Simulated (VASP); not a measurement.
Consider the following.

```xyz
5
Lattice="3.9985 0.0000 0.0000 0.0000 3.9985 0.0000 0.0000 0.0000 3.9985" Properties=species:S:1:pos:R:3 pbc="T T T"
K      0.0000     0.0000     0.0000
Ta     1.9992     1.9992     1.9992
O      1.9992     0.0000     1.9992
O      0.0000     1.9992     1.9992
O      1.9992     1.9992     0.0000
```

These are vdW-DF-cx, VASP's PBE PAW potentials (set 64) (plane waves; VASP 6.6.1) values and carry that method's errors. Numerical set-up: 520 eV cut-off, 6×6×6 Γ-centred mesh, tetrahedra with Blöchl corrections, potentials K_sv Ta_pv O.

Unless said otherwise, spin-orbit coupling is left out, though it shifts the bands of the heavy elements here.

**Question.** What does the run give for the energy per atom (σ→0), band gap (on the k-mesh) with the smallest direct gap where there is one?

**Answer.** 
| Item | Value |
|---|---|
| band gap (on the k-mesh) | 2.12 eV |
| smallest direct gap (on the k-mesh) | 2.74 eV |
| energy per atom (σ→0) | -6.426 eV/atom |

The compound is KTaO3 in the cubic perovskite structure. It was relaxed first.
